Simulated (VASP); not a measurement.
Calculation: LDA (Ceperley-Alder, Perdew-Zunger) with spin-orbit coupling, VASP's LDA PAW potentials (set 64) (plane waves; VASP 6.6.1).

The input files of a VASP run:

File POSCAR:
```
PtSe2
3.7423820
  0.5000000211  -0.8660255060   0.0000000000
  0.5000000211   0.8660255060   0.0000000000
  0.0000000000   0.0000000000   1.2729988734
Pt Se
1 2
Cartesian
  0.0000000000   0.0000000000   1.2729988734
  0.5000000211   0.2886757460   0.3378503892
  0.5000000211  -0.2886757460   0.9351484842
```

INCAR:
```
! general
SYSTEM    =PtSe2
PREC      =Accurate
ENCUT     =400
LREAL     =.FALSE.
LASPH     =.TRUE.

! electronic loop
EDIFF     =1E-6
NELM      =100
ALGO      =Normal
LMAXMIX   =6

! smearing
ISMEAR    =0
SIGMA     =0.05

! functional
GGA_COMPAT=.FALSE.

! spin
MAGMOM    =0 0 0 0 0 0 0 0 0
LSORBIT   =.TRUE.

! output
LWAVE     =.FALSE.
LCHARG    =.FALSE.
```

KPOINTS_OPT:
```
k-points along high-symmetry lines
5
Line-mode
Reciprocal
  0.000000   0.000000   0.000000 ! GAMMA
  0.500000  -0.000000   0.000000 ! M

  0.500000  -0.000000   0.000000 ! M
  0.333333   0.333333   0.000000 ! K

  0.333333   0.333333   0.000000 ! K
  0.000000   0.000000   0.000000 ! GAMMA

  0.000000   0.000000   0.000000 ! GAMMA
  0.000000   0.000000   0.500000 ! A

  0.000000   0.000000   0.500000 ! A
  0.500000  -0.000000   0.500000 ! L

  0.500000  -0.000000   0.500000 ! L
  0.333333   0.333333   0.500000 ! H

  0.333333   0.333333   0.500000 ! H
  0.000000   0.000000   0.500000 ! A

  0.500000  -0.000000   0.500000 ! L
  0.500000  -0.000000   0.000000 ! M

  0.333333   0.333333   0.500000 ! H
  0.333333   0.333333   0.000000 ! K
```

KPOINTS:
```
Automatic mesh
0
Gamma
9 9 6
0 0 0
```

POTCAR, in this order: Pt Se (LDA.64 set). Program: vasp_ncl.

Output of the run:

OUTCAR:
```
 ion  position               nearest neighbor table
   1  0.000  0.000  0.000-   2 2.50   3 2.50   3 2.50   2 2.50   3 2.50   2 2.50
   2  0.333  0.667  0.265-   1 2.50   1 2.50   1 2.50
   3  0.667  0.333  0.735-   1 2.50   1 2.50   1 2.50
  LATTYP: Found a hexagonal cell.
 ALAT       =     3.7423823708
 C/A-ratio  =     1.2729987472
 Subroutine PRICEL returns:
 Original cell was already a primitive cell.
 Subroutine GETGRP returns: Found 12 space group operations
The static configuration has the point symmetry D_3d.
The dynamic configuration has the point symmetry D_3d.
The overall configuration has the point symmetry D_3d.
 Subroutine INISYM returns: Found 12 space group operations
 Subroutine IBZKPT returns following result:
 Found     62 irreducible k-points:

 Following reciprocal coordinates:
            Coordinates               Weight
  0.000000  0.000000  0.000000      1.000000
  0.111111 -0.000000  0.000000      6.000000
  0.222222 -0.000000  0.000000      6.000000
  0.333333  0.000000  0.000000      6.000000
  0.444444 -0.000000  0.000000      6.000000
  0.111111  0.111111  0.000000      6.000000
  0.222222  0.111111  0.000000     12.000000
  0.333333  0.111111  0.000000     12.000000
  0.444444  0.111111  0.000000      6.000000
  0.222222  0.222222  0.000000      6.000000
  0.333333  0.222222  0.000000     12.000000
  0.333333  0.333333  0.000000      2.000000
  0.000000  0.000000  0.166667      2.000000
  0.111111 -0.000000  0.166667      6.000000
 -0.000000  0.111111  0.166667      6.000000
  0.222222 -0.000000  0.166667      6.000000
 -0.000000  0.222222  0.166667      6.000000
  0.333333  0.000000  0.166667      6.000000
  0.000000  0.333333  0.166667      6.000000
  0.444444 -0.000000  0.166667      6.000000
 -0.000000  0.444444  0.166667      6.000000
...
```

File OSZICAR:
```
       N       E                     dE             d eps       ncg     rms          rms(c)
DAV:   1     0.102678615403E+03    0.10268E+03   -0.85782E+03  3768   0.105E+03
DAV:   2    -0.121476102599E+02   -0.11483E+03   -0.11033E+03  4604   0.228E+02
DAV:   3    -0.182430067466E+02   -0.60954E+01   -0.59647E+01  4436   0.515E+01
DAV:   4    -0.183199299812E+02   -0.76923E-01   -0.76832E-01  4310   0.636E+00
DAV:   5    -0.183208765995E+02   -0.94662E-03   -0.94646E-03  4412   0.687E-01    0.146E+01
DAV:   6    -0.177187545144E+02    0.60212E+00   -0.43778E+00  3792   0.224E+01    0.915E+00
DAV:   7    -0.175254434961E+02    0.19331E+00   -0.87214E-01  3792   0.107E+01    0.466E+00
DAV:   8    -0.174984478219E+02    0.26996E-01   -0.75927E-02  4080   0.183E+00    0.166E+00
DAV:   9    -0.174916830303E+02    0.67648E-02   -0.98597E-03  3972   0.114E+00    0.379E-01
DAV:  10    -0.174913384374E+02    0.34459E-03   -0.26640E-03  4118   0.408E-01    0.130E-01
DAV:  11    -0.174913314236E+02    0.70138E-05   -0.27766E-04  4146   0.143E-01    0.371E-02
DAV:  12    -0.174913319825E+02   -0.55887E-06   -0.89331E-06  4098   0.323E-02
   1 F= -.17491332E+02 E0= -.17490800E+02  d E =-.106392E-02  mag=     0.0000    -0.0000    -0.0000
       N       E                     dE             ncg
```

OUTCAR:
```
------------------------ aborting loop because EDIFF is reached ----------------------------------------
  FORCE on cell =-STRESS in cart. coord.  units (eV):
  Direction    XX          YY          ZZ          XY          YZ          ZX
  --------------------------------------------------------------------------------------
  Total        0.0667425      0.0667425      0.1060382      0.0000000      0.0000000      0.0000000
  in kB        1.8505899      1.8505902      2.9401512      0.0000000      0.0000000      0.0000000
  external PRESSURE =       2.2137771 kB  Pullay stress =       0.0000000 kB
  volume of cell :       57.78
      direct lattice vectors                 reciprocal lattice vectors
     1.871191079 -3.240998265  0.000000000     0.267209483 -0.154273455  0.000000000
     1.871191079  3.240998265  0.000000000     0.267209483  0.154273455  0.000000000
     0.000000000  0.000000000  4.764048070     0.000000000  0.000000000  0.209905523
 POSITION                                       TOTAL-FORCE (eV/Angst)
 -----------------------------------------------------------------------------------
      0.00000      0.00000      0.00000        -0.000000      0.000000      0.000000
      1.87119      1.08033      1.26437        -0.000000     -0.000000      0.022039
      1.87119     -1.08033      3.49968         0.000000      0.000000     -0.022039
 -----------------------------------------------------------------------------------
    total drift:                                0.000000      0.000000      0.000000
  FREE ENERGIE OF THE ION-ELECTRON SYSTEM (eV)
  ---------------------------------------------------
  free  energy   TOTEN  =       -17.4913319825 eV

  energy  without entropy=      -17.4902680597  energy(sigma->0) =      -17.49080002

 Ion:    1  E_soc:     -0.7347806

 Ion:    2  E_soc:     -0.0334104

 Ion:    3  E_soc:     -0.0334104
```
(Selected blocks of OUTCAR.)

The compound is PtSe2 in the 1T layered structure. It was relaxed first, which changed the volume by -6 %.
